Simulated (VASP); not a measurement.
# Be3Se2O (Cm) in VASP: further runs

One crystal, Be3Se2O, is run at these levels: PBE, HSE06; tasks: single point.

Everything below comes from runs of VASP 6.6.1. Logs are shortened: lines on timing, memory, paths and dates and some standing lists are left out, and cuts for length are marked.

**1. Starting point**

Symmetry: Cm, No. 8, monoclinic system. The conventional cell has a = 5.767 Å, b = 10.047 Å, c = 3.672 Å, α = 90.00°, β = 122.87°, γ = 90.00°. Around Be (site symmetry 1) lie 1 O at 1.59 Å. Be (site symmetry m) has 1 O at 1.52 Å as nearest neighbours. Around Se (site symmetry 1) lie 4 Be at 2.19 to 2.33 Å. O (site symmetry m) is surrounded by 3 Be at 1.52 to 1.59 Å.

The cell was built by a generator and needn't be a form met in nature.

**2. Single point, PBE**

Input file INCAR:

```
ALGO = Normal
EDIFF = 1E-6
ENCUT = 520
GGA = PE
ISIF = 2
ISMEAR = 0
KPAR = 4
LASPH = True
LCHARG = True
LREAL = False
LVHAR = True
LWAVE = False
NELM = 80
PREC = Accurate
SIGMA = 0.02
```

Input file KPOINTS:

```
k-points
0
Gamma
  4 4 6
```

Input file POSCAR:

```
Be3Se2O
1.0
    2.8836900000     -5.0232800000      0.0000000000
    2.8836900000      5.0232800000      0.0000000000
   -1.9927710000      0.0000000000      3.0839480000
Be Se O
3 2 1
Direct
    0.3647740000      0.0944330000      0.2599370000
    0.0944330000      0.3647740000      0.2599370000
    0.7812690000      0.7812690000      0.1106980000
    0.3413560000      0.6742820000      0.0069300000
    0.6742820000      0.3413560000      0.0069300000
    0.0604260000      0.0604260000      0.1577330000
```

Potentials or basis: VASP PAW PBE potentials, release 64 (Be, Se, O).

Started as:

```bash
$ cat potpaw_PBE.64/Be/POTCAR potpaw_PBE.64/Se/POTCAR potpaw_PBE.64/O/POTCAR > POTCAR
$ mpirun -np 4 vasp_std > vasp.out
```

OUTCAR:

```text
EDIFF = 1E-6
   ENCUT = 520
   GGA = PE
   ISIF = 2
   ISMEAR = 0
   LASPH = True
   LREAL = False
   NELM = 80
   PREC = Accurate

 ion  position               nearest neighbor table
   1  0.365  0.094  0.260-   6 1.59   5 2.27   4 2.28   5 2.33
   2  0.094  0.365  0.260-   6 1.59   4 2.27   5 2.28   4 2.33
   3  0.781  0.781  0.111-   6 1.52   5 2.19   4 2.19
   4  0.341  0.674  0.007-   3 2.19   2 2.27   1 2.28   2 2.33
   5  0.674  0.341  0.007-   3 2.19   1 2.27   2 2.28   1 2.33
   6  0.060  0.060  0.158-   3 1.52   2 1.59   1 1.59

  LATTYP: Found a base centered monoclinic cell.
 ALAT       =     5.7673800000
 B/A-ratio  =     1.7419625549
 C/A-ratio  =     0.6366438162
 COS(beta)  =    -0.5427280930

  Lattice vectors:

 A1 = (   2.8836900000,  -5.0232800000,   0.0000000000)
 A2 = (   2.8836900000,   5.0232800000,   0.0000000000)
 A3 = (  -1.9927710000,   0.0000000000,   3.0839480000)

Analysis of symmetry for initial positions (statically):
=====================================================================
 Subroutine PRICEL returns:
 Original cell was already a primitive cell.

 Routine SETGRP: Setting up the symmetry group for a
 base centered monoclinic supercell.

 Subroutine GETGRP returns: Found  2 space group operations
 (whereof  2 operations were pure point group operations)
 out of a pool of  4 trial point group operations.

The static configuration has the point symmetry C_1h.

Analysis of symmetry for dynamics (positions and initial velocities):
=====================================================================
 Subroutine PRICEL returns:
 Original cell was already a primitive cell.

 Routine SETGRP: Setting up the symmetry group for a
 base centered monoclinic supercell.

 Subroutine GETGRP returns: Found  2 space group operations
 (whereof  2 operations were pure point group operations)
 out of a pool of  4 trial point group operations.

The dynamic configuration has the point symmetry C_1h.

 Subroutine INISYM returns: Found  2 space group operations
 (whereof  2 operations are pure point group operations),
 and found     1 'primitive' translations

----------------------------------------------------------------------------------------

                                     Primitive cell

  volume of cell :      89.3456

  direct lattice vectors                    reciprocal lattice vectors
     2.883690000 -5.023280000  0.000000000     0.173388957 -0.099536558  0.112039660
     2.883690000  5.023280000  0.000000000     0.173388957  0.099536558  0.112039660
    -1.992771000  0.000000000  3.083948000     0.000000000  0.000000000  0.324259683

  length of vectors
     5.792150721  5.792150721  3.671766812     0.229181461  0.229181461  0.324259683

  position of ions in fractional coordinates (direct lattice)
     0.364774000  0.094433000  0.259937000
     0.094433000  0.364774000  0.259937000
     0.781269000  0.781269000  0.110698000
     0.341356000  0.674282000  0.006930000
     0.674282000  0.341356000  0.006930000
     0.060426000  0.060426000  0.157733000

  ion indices of the primitive-cell ions
   primitive index   ion index
                 1           1
                 2           2
                 3           3
                 4           4
                 5           5
                 6           6

----------------------------------------------------------------------------------------

 KPOINTS: k-points

Automatic generation of k-mesh.
 Grid dimensions read from file:
 generate k-points for:    4    4    6

 Generating k-lattice:

  Cartesian coordinates                     Fractional coordinates (reciprocal lattice)
     0.043347239 -0.024884139  0.028009915     0.250000000  0.000000000  0.000000000
     0.043347239  0.024884139  0.028009915     0.000000000  0.250000000  0.000000000
     0.000000000  0.000000000  0.054043280     0.000000000  0.000000000  0.166666667

  Length of vectors
     0.057295365  0.057295365  0.054043280

  Shift w.r.t. Gamma in fractional coordinates (k-lattice)
     0.000000000  0.000000000  0.000000000

 Subroutine IBZKPT returns following result:
 ===========================================

 Found     34 irreducible k-points:

 Following reciprocal coordinates:
            Coordinates               Weight
  0.000000  0.000000  0.000000      1.000000
  0.250000 -0.000000  0.000000      4.000000
  0.500000 -0.000000  0.000000      2.000000
  0.250000  0.250000  0.000000      2.000000
  0.500000  0.250000  0.000000      4.000000
 -0.250000  0.250000  0.000000      2.000000
[... 16 lines left out ...]
  0.500000  0.250000  0.333333      4.000000
 -0.250000  0.250000  0.333333      4.000000
 [... further k-points ...]
   k-points           NKPTS =     34   k-points in BZ     NKDIM =     34   number of bands    NBANDS=     16
   number of dos      NEDOS =    301   number of ions     NIONS =      6
   total plane-waves  NPLWV =  64512
   dimension x,y,z NGX =    48 NGY =   48 NGZ =   28
   dimension x,y,z NGXF=    96 NGYF=   96 NGZF=   56
   ions per type =               3   2   1
   NGX,Y,Z   is equivalent  to a cutoff of  13.78, 13.78, 12.68 a.u.
   NGXF,Y,Z  is equivalent  to a cutoff of  27.55, 27.55, 25.36 a.u.
 SYSTEM =  unknown system
   PREC   = accura    normal or accurate (medium, high low for compatibility)
   ISTART =      0    job   : 0-new  1-cont  2-samecut
   ICHARG =      2    charge: 1-file 2-atom 10-const
   ISPIN  =      1    spin polarized calculation?
   LNONCOLLINEAR =      F non collinear calculations
   LSORBIT =      F    spin-orbit coupling
   LASPH  =      T    aspherical Exc in radial PAW
   ENCUT  =  520.0 eV  38.22 Ry    6.18 a.u.  10.77 10.77  6.83*2*pi/ulx,y,z
   NELM   =     80;   NELMIN=  2; NELMDL= -5     # of ELM steps
   EDIFF  = 0.1E-05   stopping-criterion for ELM
   LREAL  =      F    real-space projection
[... 7 lines left out ...]
   TEBEG  =    0.0;   TEEND  =   0.0 temperature during run
   PSTRESS=    0.0 pullay stress
   NELECT =      24.0000    total number of electrons
   NUPDOWN=      -1.0000    fix difference up-down
   EMIN   =  10.00;   EMAX   =-10.00  energy-range for DOS
   EFERMI =   0.00;   METHOD = LEGACY
   ISMEAR =     0;   SIGMA  =   0.02  broadening in eV -4-tet -1-fermi 0-gaus
   EFERMI_NEDOS =   21; number of points for ismear=-14 and -15
   IALGO  =     38    algorithm
   IMIX   =      4    mixing-type and parameters
     AMIX     =   0.40;   BMIX     =  1.00
     AMIX_MAG =   1.60;   BMIX_MAG =  1.00
  volume/ion in A,a.u.               =      14.89       100.49
  Fermi-wavevector in a.u.,A,eV,Ry     =   1.056301  1.996119 15.180989  1.115771
  Thomas-Fermi vector in A             =   2.191531
   LORBIT       =      0    0 simple, 1 ext, 2 COOP (PROOUT), +10 PAW based schemes
   GGA     = PE    functional components
   LHFCALC =     F    Hartree Fock is set to
   AEXX    =    0.0000 exact exchange contribution
   IVDW    =     0    specifies the selected vdW correction
   LEPSILON=     F    determine dielectric tensor
   LRPA    =     F    only Hartree local field effects (RPA)
 non-spin polarized calculation
 Gauss-broadening in eV      SIGMA  =   0.02
  energy-cutoff  :      520.00
  volume of cell :       89.35
 maximum number of plane-waves:      2421
 NGX is ok and might be reduce to    48
   NGX = 21   NGY = 21   NGZ = 13

 number of electron      23.9999998 magnetization

 Free energy of the ion-electron system (eV)
  ---------------------------------------------------
  ext. energy  EPLUGINS =         0.00000000
  ---------------------------------------------------
  free energy    TOTEN  =       -30.93680067 eV

  energy without entropy =      -30.93680067  energy(sigma->0) =      -30.93680067

 E-fermi :   3.2743     XC(G=0):  -9.3447

 val. band max:        3.1272552523   @ k =   0.5000   0.5000   0.0000
 cond. band min:       5.9443838000   @ k =   0.5000   0.5000   0.0000
 fundamental gap:      2.8171285477
 Fermi energy:         3.2742637011

 k-point     1 :       0.0000    0.0000    0.0000
  band No.  band energies     occupation
      1     -15.9609      2.00000
      2     -10.2306      2.00000
      3      -8.4684      2.00000
      4      -2.8401      2.00000
      5      -2.7792      2.00000
      6      -1.4116      2.00000
[... 8 lines left out ...]
     15       7.5690      0.00000
     16       9.3468      0.00000

 k-point     2 :       0.2500   -0.0000    0.0000
  band No.  band energies     occupation
      1     -15.9542      2.00000
      2     -10.0607      2.00000
      3      -8.7616      2.00000
      4      -3.0588      2.00000
      5      -2.7838      2.00000
      6      -1.1539      2.00000
[... 8 lines left out ...]
     15       8.0626      0.00000
     16       8.8513      0.00000

 k-point     3 :       0.5000   -0.0000    0.0000
  band No.  band energies     occupation
      1     -15.9475      2.00000
      2      -9.7336      2.00000
      3      -9.2176      2.00000
      4      -3.2463      2.00000
      5      -2.4725      2.00000
      6      -0.9864      2.00000
[... 8 lines left out ...]
     15       8.2939      0.00000
     16       9.1333      0.00000

 k-point     4 :       0.2500    0.2500    0.0000
  band No.  band energies     occupation
      1     -15.9475      2.00000
      2      -9.7250      2.00000
      3      -9.2298      2.00000
      4      -2.8736      2.00000
      5      -2.8423      2.00000
      6      -1.4839      2.00000
[... 8 lines left out ...]
     15       8.2168      0.00000
     16       9.0118      0.00000
[... 324 lines left out ...]
 k-point    22 :       0.2500    0.2500    0.3333
  band No.  band energies     occupation
      1     -15.9040      2.00000
      2      -9.1697      2.00000
      3      -9.1556      2.00000
      4      -2.7026      2.00000
      5      -2.4694      2.00000
      6      -1.6517      2.00000
[... 8 lines left out ...]
     15       8.0322      0.00000
     16       8.7738      0.00000

 k-point    23 :       0.5000    0.2500    0.3333
  band No.  band energies     occupation
      1     -15.9058      2.00000
      2      -9.4431      2.00000
      3      -8.8669      2.00000
      4      -2.8173      2.00000
      5      -2.4690      2.00000
      6      -1.3361      2.00000
[... 8 lines left out ...]
     15       8.2931      0.00000
     16       8.7635      0.00000

 k-point    24 :      -0.2500    0.2500    0.3333
  band No.  band energies     occupation
      1     -15.9032      2.00000
      2      -9.5046      2.00000
      3      -8.6820      2.00000
      4      -2.9918      2.00000
      5      -2.6605      2.00000
      6      -1.5819      2.00000
[... 8 lines left out ...]
     15       8.9427      0.00000
     16       9.1751      0.00000

 [... further k-points ...]
[... 5 lines left out ...]
  --------------------------------------------------------------------------------------
  -------------------------------------------------------------------------------------
  Total       -0.0033125     -0.0029028      0.0253806      0.0000000      0.0000000     -0.0055006
  in kB       -0.0594017     -0.0520539      0.4551343      0.0000000      0.0000000     -0.0986390
  external PRESSURE =       0.1145596 kB  Pullay stress =       0.0000000 kB

 VOLUME and BASIS-vectors are now :
 -----------------------------------------------------------------------------
  energy-cutoff  :      520.00
  volume of cell :       89.35
      direct lattice vectors                 reciprocal lattice vectors
     2.883690000 -5.023280000  0.000000000     0.173388957 -0.099536558  0.112039660
     2.883690000  5.023280000  0.000000000     0.173388957  0.099536558  0.112039660
    -1.992771000  0.000000000  3.083948000     0.000000000  0.000000000  0.324259683

 POSITION                                       TOTAL-FORCE (eV/Angst)
 -----------------------------------------------------------------------------------
      0.80622     -1.35800      0.80163         0.000539     -0.000772     -0.000141
      0.80622      1.35800      0.80163         0.000539      0.000772     -0.000141
      4.28528      0.00000      0.34139        -0.001037      0.000000      0.000007
      2.91498      1.67238      0.02137         0.000753      0.000051     -0.001078
      2.91498     -1.67238      0.02137         0.000753     -0.000051     -0.001078
      0.03417      0.00000      0.48644        -0.001547      0.000000      0.002432
 -----------------------------------------------------------------------------------
    total drift:                               -0.000255     -0.000000      0.000048

  FREE ENERGIE OF THE ION-ELECTRON SYSTEM (eV)
  ---------------------------------------------------
  free  energy   TOTEN  =       -30.9368006679 eV

  energy  without entropy=      -30.9368006679  energy(sigma->0) =      -30.93680067
```

Run time: 29 s. Hardware: 4 MPI ranks of Intel Xeon Platinum 8488C (Sapphire Rapids), shared host; peak memory 0.26 GiB.

What came out:

* Free energy: -30.9368 eV
* Pressure: 0.0 GPa
* Band gap on the k mesh: 2.82 eV, direct

Forces on the atoms (eV/Å):
```
Be   0.001 -0.001  0.000
Be   0.001  0.001  0.000
Be  -0.001  0.000  0.000
Se   0.001  0.000 -0.001
Se   0.001  0.000 -0.001
O   -0.002  0.000  0.002
```

Levels at points of the mesh, in eV from the valence-band top:
```csv
k point,band 10,band 11,band 12,band 13,band 14,band 15
"(0.00, 0.00, 0.00)",-1.10,-0.99,-0.49,3.40,4.10,4.44
"(0.50, 0.00, 0.00)",-1.06,-1.03,-0.62,3.93,4.29,5.17
"(0.50, 0.50, 0.00)",-1.57,-1.03,0.00,2.82,4.43,5.25
"(0.00, 0.00, 0.50)",-1.80,-1.54,-1.26,3.83,4.97,6.17
"(0.50, 0.00, 0.50)",-2.26,-2.01,-1.26,2.84,4.48,5.29
"(0.50, 0.50, 0.50)",-1.84,-1.30,-1.19,3.68,4.76,6.01
```

A k mesh can miss the band edges. PBE gaps usually lie below the measured ones, often by a third to a half.

**3. Single point, HSE06**

POSCAR is that of step 2.

Input file INCAR.step1:

```
ALGO = Normal
EDIFF = 1E-5
ENCUT = 520
GGA = PE
ISIF = 2
ISMEAR = 0
KPAR = 4
LASPH = True
LREAL = False
LWAVE = True
NELM = 40
PREC = Accurate
SIGMA = 0.02
```

Input file INCAR.step2:

```
ALGO = Normal
EDIFF = 1E-5
ENCUT = 520
GGA = PE
HFSCREEN = 0.2
ISIF = 2
ISMEAR = 0
ISTART = 1
KPAR = 4
LASPH = True
LCHARG = False
LHFCALC = True
LREAL = False
LWAVE = False
NELM = 40
PREC = Accurate
PRECFOCK = Fast
SIGMA = 0.02
```

KPOINTS is that of step 2.

Potentials or basis: VASP PAW PBE potentials, release 64 (Be, Se, O).

Started as:

```bash
$ cat potpaw_PBE.64/Be/POTCAR potpaw_PBE.64/Se/POTCAR potpaw_PBE.64/O/POTCAR > POTCAR
$ cp INCAR.step1 INCAR
$ mpirun -np 4 vasp_std > vasp.out
$ cp INCAR.step2 INCAR
$ mpirun -np 4 vasp_std > vasp.out
```

Wall time 14 min (4 MPI ranks of Intel Xeon Platinum 8488C (Sapphire Rapids), shared host); peak memory 0.39 GiB.

Results (log left out):

```
Free energy            : -35.7787 eV
Pressure               : -2.1 GPa
Largest force          : 0.116 eV/Å
Band gap on the k mesh : 3.73 eV, direct
```

Forces in eV/Å, atoms in the order of the input:
```
Be  -0.052  0.083 -0.026
Be  -0.052 -0.083 -0.026
Be   0.116  0.000  0.003
Se   0.011 -0.036 -0.005
Se   0.011  0.036 -0.005
O   -0.035  0.000  0.059
```

Stress tensor (GPa, compression positive):
```
-2.49  0.00 -0.15
 0.00 -2.49  0.00
-0.15  0.00 -1.25
```

Levels at points of the mesh, in eV from the valence-band top:
```csv
k point,band 8,band 9,band 10,band 11,band 12,band 13,band 14,band 15,band 16
"(0.00, 0.00, 0.00)",-4.13,-1.68,-1.24,-1.13,-0.54,4.42,5.12,5.40,7.40
"(0.50, 0.00, 0.00)",-3.92,-1.64,-1.16,-1.13,-0.69,4.92,5.31,6.24,7.15
"(0.50, 0.50, 0.00)",-3.95,-2.41,-1.75,-1.12,0.00,3.73,5.41,6.38,6.70
"(0.00, 0.00, 0.50)",-4.26,-3.67,-1.94,-1.73,-1.41,4.81,6.01,7.34,7.53
"(0.50, 0.00, 0.50)",-4.41,-3.13,-2.48,-2.23,-1.37,3.74,5.47,6.30,6.60
"(0.50, 0.50, 0.50)",-4.64,-3.85,-1.99,-1.53,-1.30,4.67,5.77,7.16,7.46
```

Caveat: the PAW data sets were made with another functional, which shifts forces and pressure a little. A k mesh can miss the band edges.
